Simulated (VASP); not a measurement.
Data:

```xyz
2
Lattice="2.5875 0.0000 0.0000 0.0000 2.5875 0.0000 0.0000 0.0000 2.5875" Properties=species:S:1:pos:R:3 pbc="T T T"
Ni     0.0000     0.0000     0.0000
O      1.2937     1.2937     1.2937
```
Starting moments (μB, in the order of the record's atoms Ni O): -1.5 -0.5.

The numbers are results of r2SCAN meta-GGA, VASP's PBE PAW potentials (set 64) (plane waves; VASP), not measurements. Settings: 520 eV cut-off, 16×16×16 Γ-centred mesh, tetrahedra with Blöchl corrections, potentials Ni O.

Problem. Give the spin-up energies of bands 2 to 10 at the high-symmetry points, in eV from the Fermi level.

Solution. 
```
band      Γ      X      M      R
----  -----  -----  -----  -----
2     -3.31  -8.40  -5.86  -6.27
3     -3.31  -3.02  -5.86  -6.27
4     -1.94  -3.02  -2.91  -6.27
5     -1.94  -2.97  -0.85  -0.54
6     -1.94  -0.60  -0.66  -0.54
7      0.07   0.16  -0.58   1.86
8      0.07   1.66  -0.57   1.86
9      0.07   1.66  -0.57   1.86
10     1.83   7.44   6.53   7.62
```

Problem. Give the spin-down energies of bands 2 to 10 at the high-symmetry points, in eV from the Fermi level.

Solution. 
```tsv
band	Γ	X	M	R
2	-4.14	-8.91	-6.59	-7.53
3	-4.14	-4.86	-6.59	-7.53
4	-3.08	-4.86	-3.71	-7.53
5	-3.08	-3.85	-3.40	-1.66
6	-3.08	-2.81	-3.38	-1.66
7	-2.88	-1.72	-3.38	-0.73
8	-2.88	-0.65	-2.13	-0.73
9	-2.88	-0.65	-1.69	-0.73
10	1.25	7.09	6.02	7.57
```

It has no gap at this level: it comes out as a metal or semimetal.

The structure was generated: NiO was put into the CsCl type (Pm-3m), which need not be its known phase. It was relaxed first, which changed the volume by +17 %.
